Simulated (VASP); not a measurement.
Runs of VASP 6.6.1 on Ge23Mo (a cell with a defect). The cell holds a defect, 24 atoms: a = 12.001 Å, b = 8.001 Å, c = 8.001 Å, α = 60.00°, β = 60.00°, γ = 60.00°. 

```tsv
level	U	fixed moment (μB)	k mesh	grid for exact exchange (PRECFOCK)	screening parameter	mesh quality	moment (μB)	largest force (eV/Å)
HSE06	-	2	2 × 2 × 2	Fast	0.2 1/A	coarse	2.00	0.14
PBEsol	-	2	2 × 2 × 2	-	-	coarse	2.00	0.27
PBEsol+U	Mo d U = 2 eV	-	2 × 2 × 2	-	-	coarse	2.00	(a)
PBEsol+U	Mo d U = 4 eV	2	2 × 2 × 2	-	-	coarse	2.00	0.27
PBEsol+U	Mo d U = 2 eV	2	2 × 3 × 3	-	-	not flagged	2.00	0.24
```

Alike in all rows: task single point; potentials or basis VASP PAW PBE potentials, release 64 (Mo_sv, Ge_d); spin collinear, ferromagnetic start; cell as given; cutoff (eV) 350; smearing gaussian 0.03 eV.

**Question.** Fill in the values left out.

**Answer.** (a) 0.03.

Caveats: some runs use coarse meshes; the PAW data sets were made with another functional, which shifts forces and pressure a little; the total moment is fixed, so each spin has its own Fermi level (some runs); the U is typed as a test and isn't derived for this compound (some runs).
